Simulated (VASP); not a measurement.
```
InPd
1.0
    3.31500     0.00000     0.00000
    0.00000     3.31500     0.00000
    0.00000     0.00000     3.31500
In Pd
1 1
Direct
  0.50000   0.50000   0.50000
  0.00000   0.00000   0.00000
```

The base run (VASP): PBE GGA, plane waves, VASP's PBE PAW potentials (set 64). Settings: 400 eV cut-off, 10×10×10 Γ-centred mesh, first-order Methfessel-Paxton smearing of 0.10 eV, potentials In_d Pd.

The base run took about 30 core-seconds. The timings are rough (shared machines, no repeats); factors under 2 mean little.

Pressures at a finite cut-off, here 400 eV, hold a Pulay part, which wasn't tested here.

```tsv
setting	cost over the base run	electronic steps	pressure (GPa)
base run	reference	12	-0.85
IVDW = 12	within a factor of 2	12	-5.57
GGA = PS	within a factor of 2	12	-6.91
IVDW = 11	within a factor of 2	12	-4.48
AGGAC = 0.0, GGA = BO, LUSE_VDW = .TRUE., PARAM1 = 0.1833333333, PARAM2 = 0.22	within a factor of 2	12	-0.95
GGA removed, LMIXTAU = .TRUE., METAGGA = TPSS	about 5 times	17	-4.53
GGA removed, LMIXTAU = .TRUE., METAGGA = R2SCAN	about 5 times	16	-4.66
```

Left out are runs that failed, have no time on record or changed the cell.

The compound is PdIn in the CsCl type structure. The cell was not relaxed at this level.
